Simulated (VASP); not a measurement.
# Aluminum: input slips in a relaxation and what they do, part 2 of 2

Aim: see how common mistakes in a VASP relaxation show up, on Aluminum. The starting structure is a measured crystal structure from the Crystallography Open Database. The first relaxation on each setting starts from this cell expanded by 3 % in volume.

VASP 6.6.1.

Results so far: reference 16.19 Å³ an atom; too few electronic steps 16.19 Å³ an atom; a loose energy criterion for the relaxation 16.19 Å³ an atom.

### 5. Relaxation with a functional's name that the tag doesn't take

Level of this step: the functional as typed; plane waves and PAW (Al) (VASP).

A slip made on purpose: a functional's name that the tag doesn't take. Against step 2 the input has GGA = PBESOL (also changed: NELM).

Input file INCAR:

```
SYSTEM = Al
PREC = Accurate
ENCUT = 450
EDIFF = 1E-06
NELM = 60
ISMEAR = 1
SIGMA = 0.15
LREAL = .FALSE.
ALGO = Normal
GGA = PBESOL
NBANDS = 7
LORBIT = 11
LWAVE = .FALSE.
LCHARG = .FALSE.
KPAR = 4
IBRION = 2
NSW = 50
ISIF = 3
EDIFFG = -0.006
```

Input file POSCAR:

```
Al
1.0
    0.0000000000      2.0448538781      2.0448538781
    2.0448538781      0.0000000000      2.0448538781
    2.0448538781      2.0448538781      0.0000000000
Al
1
Direct
    0.0000000000      0.0000000000      0.0000000000
```

Input file KPOINTS:

```
Automatic mesh
0
Gamma
18 18 18
0 0 0
```

Potentials, in the order of the species: Al (PBE family, release 64).

On the command line:

```
> mpirun -np 4 vasp_std
```

The log of the run:

```text
[banner, memory and clock lines left out]
running    4 mpi-ranks, on    1 nodes
[...]
|                                                                             |
|     EEEEEEE  RRRRRR   RRRRRR   OOOOOOO  RRRRRR      ###     ###     ###     |
|     E        R     R  R     R  O     O  R     R     ###     ###     ###     |
|     E        R     R  R     R  O     O  R     R     ###     ###     ###     |
|     EEEEE    RRRRRR   RRRRRR   O     O  RRRRRR       #       #       #      |
|     E        R   R    R   R    O     O  R   R                               |
|     E        R    R   R    R   O     O  R    R      ###     ###     ###     |
|     EEEEEEE  R     R  R     R  OOOOOOO  R     R     ###     ###     ###     |
|                                                                             |
|     Error: One of the selected functionals does not exist.                  |
|                                                                             |
|       ---->  I REFUSE TO CONTINUE WITH THIS SICK JOB ... BYE!!! <----       |
|                                                                             |

1
1
1
1
```

Wall time 4.6 s (4 MPI ranks of Intel Xeon 6975P-C (Granite Rapids), shared host).

VASP stopped with this message: “Error: One of the selected functionals does not exist”.

### 6. Relaxation with a smearing far too wide

A slip made on purpose: a smearing far too wide. Against step 2 the input has ISMEAR = 0 and SIGMA = 2 (also changed: NELM).

Changes to INCAR since step 5:

```diff
@@ -5,7 +5,7 @@
 NELM = 60
-ISMEAR = 1
-SIGMA = 0.15
+ISMEAR = 0
+SIGMA = 2
 LREAL = .FALSE.
 ALGO = Normal
-GGA = PBESOL
+GGA = PS
 NBANDS = 7
```

POSCAR is that of step 5.

KPOINTS is that of step 5.

On the command line:

```
> mpirun -np 4 vasp_std
```

The log of the run:

```text
[... set-up lines as in an earlier step ...]
 entering main loop
       N       E                     dE             d eps       ncg     rms          rms(c)
DAV:   1    -0.318242459936E+01   -0.31824E+01   -0.79110E+02  2842   0.202E+02
DAV:   2    -0.451217363682E+01   -0.13297E+01   -0.12580E+01  3710   0.195E+01
DAV:   3    -0.452058703272E+01   -0.84134E-02   -0.84059E-02  3773   0.175E+00
DAV:   4    -0.452060406933E+01   -0.17037E-04   -0.17036E-04  4144   0.677E-02
DAV:   5    -0.452060409535E+01   -0.26022E-07   -0.25836E-07  3794   0.172E-03    0.131E+00
DAV:   6    -0.450439169593E+01    0.16212E-01   -0.23863E-03  3612   0.230E-01    0.746E-01
DAV:   7    -0.449350685041E+01    0.10885E-01   -0.64491E-03  3395   0.365E-01    0.152E-01
DAV:   8    -0.449349273409E+01    0.14116E-04   -0.23522E-05  4186   0.373E-02    0.401E-03
DAV:   9    -0.449349209722E+01    0.63687E-06   -0.36149E-07  3759   0.285E-03
   1 F= -.44934921E+01 E0= -.40804450E+01  d E =-.449349E+01
[...]
N       E                     dE             d eps       ncg     rms          rms(c)
DAV:   1    -0.449480143747E+01   -0.13087E-02   -0.17817E-02  3395   0.598E-01    0.106E-01
DAV:   2    -0.449471112450E+01    0.90313E-04   -0.10666E-04  3668   0.805E-02    0.416E-02
DAV:   3    -0.449465177043E+01    0.59354E-04   -0.24514E-05  3458   0.208E-02    0.128E-02
DAV:   4    -0.449464911867E+01    0.26518E-05   -0.17686E-06  3878   0.567E-03    0.849E-03
DAV:   5    -0.449464916495E+01   -0.46274E-07   -0.10735E-08  1624   0.806E-04
   2 F= -.44946492E+01 E0= -.40870386E+01  d E =-.115707E-02
 trial-energy change:   -0.001157  1 .order   -0.001139   -0.002370    0.000092
 step:   0.9643(harm=  0.9628)  dis= 0.00000  next Energy=    -4.494651 (dE=-0.116E-02)
 reached required accuracy - stopping structural energy minimisation
```

It took 3.6 s on 4 MPI ranks; peak memory 0.5 GiB; 12 s of CPU time.

Parts of OUTCAR (step 6):

```text
  Total        0.0049478      0.0049478      0.0049478      0.0000000     -0.0000000      0.0000000
  in kB        0.4722499      0.4722499      0.4722499      0.0000000     -0.0000000      0.0000000
  external PRESSURE =       0.4722499 kB  Pullay stress =       0.0000000 kB

 POSITION                                       TOTAL-FORCE (eV/Angst)
 -----------------------------------------------------------------------------------
      0.00000     -0.00000      0.00000        -0.000000     -0.000000     -0.000000
 -----------------------------------------------------------------------------------
    total drift:                                0.000000      0.000000     -0.000000

  FREE ENERGIE OF THE ION-ELECTRON SYSTEM (eV)
  ---------------------------------------------------
  free  energy   TOTEN  =        -4.4946491649 eV

  energy  without entropy=       -3.6794280278  energy(sigma->0) =       -4.08703860

[... 2 parts as in an earlier step ...]

[... 2 further parts left out ...]
[key lines of the parts left out:]
E-fermi :   7.7161
```

With a smearing far too wide the cell ends at 16.786 Å³ an atom, +3.67 % from the reference; the bulk modulus is 70.1 GPa against 80.8 GPa.

### 7. Comparison

```
                                          run            ended  volume (Å³/atom)  change (%)  bulk modulus (GPa)  pressure left (GPa)  core minutes
                                    reference        converged            16.192           -                80.8                  0.0          0.48
                     too few electronic steps        converged            16.188       -0.02                   -                 0.03         0.293
  a loose energy criterion for the relaxation        converged            16.192         0.0                   -                 0.01         0.253
a functional's name that the tag doesn't take  stopped by VASP                 -           -                   -                    -         0.307
                      a smearing far too wide        converged            16.786        3.67                70.1                 0.05          0.24
```

Core minutes are wall time times ranks, summed over the relaxations behind a row (those for a bulk modulus apart), on shared hosts.

### 8. What came out

```json
{"volume of the reference": "16.19 Å³/atom", "volume against the reference, too few electronic steps": "-0.02 %", "volume against the reference, a loose energy criterion for the relaxation": "+0.00 %", "volume against the reference, a smearing far too wide": "+3.67 %", "run with a functional's name that the tag doesn't take": "stopped by VASP"}
```

What this shows: VASP stopped by itself in the run with a functional's name that the tag doesn't take. Finished, but with signs in the output that stand out against the reference: too few electronic steps, with the volume changed by less than 0.1 % (signs: warnings that the electronic loop ran out of cycles and -7.2 GPa at the first ionic step (of the first relaxations, not shown; reference: -3.9 GPa)); a smearing far too wide, with the volume changed by +3.7 % (signs: -1.2 GPa at the first ionic step (of the first relaxations, not shown; reference: -3.9 GPa) and a large entropy term in the energy). Little came of a loose energy criterion for the relaxation in this material. The reference was restarted once and the runs with a slip weren't, so their cells may not have settled fully. Further runs on this material are not shown.

[Lines on the potential files, build, host, timing and source positions are cut from VASP's logs without a mark.]

[Logs are printed without paths, hosts, clocks, repeated set-up lines and the standing remarks that a program may print on its own settings, such as how far it seeks lower states.]

[Hosts, paths, dates, database ids (printed as entryN), source tags and the programs' standing remarks are cut or masked in the printed files.]
